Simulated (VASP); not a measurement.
```
MgO
1.0
    0.00000     2.14710     2.14710
    2.14710     0.00000     2.14710
    2.14710     2.14710     0.00000
Mg O
1 1
Cartesian
  0.00000   0.00000   0.00000
  2.14710   2.14710   2.14710
```

The base run (VASP): PBE GGA, plane waves, VASP's PBE PAW potentials (set 64). Numerical set-up: 520 eV cut-off, 10×10×10 Γ-centred mesh, Gaussian smearing of 0.050 eV, potentials Mg O.

One setting is varied; ΔE counts from the base run. The base run took about 4 core-seconds. Costs are core time on shared hosts, one run each; read them as rough ratios.

| setting | cost over the base run | electronic steps | ΔE (meV/atom) |
|---|---|---|---|
| base run | reference | 11 | 0.0 |
| AMIX = 0.2, BMIX = 1.0, IMIX = 4 | within a factor of 2 | 12 | 0.0 |
| AMIX = 0.2, BMIX = 3.0, IMIX = 4 | within a factor of 2 | 15 | 0.0 |
| AMIX = 0.05, BMIX = 0.0001, IMIX = 4 | within a factor of 2 | 14 | 0.0 |
| AMIX = 0.6, BMIX = 1.0, IMIX = 1 | within a factor of 2 | 20 | 0.0 |
| AMIX = 0.05, BMIX = 1.0, IMIX = 1 | about 4 times | 55 | 0.1 |

Left out are runs that failed, have no time on record or changed the cell.

The compound is MgO in the rock salt structure. The cell was not relaxed at this level.
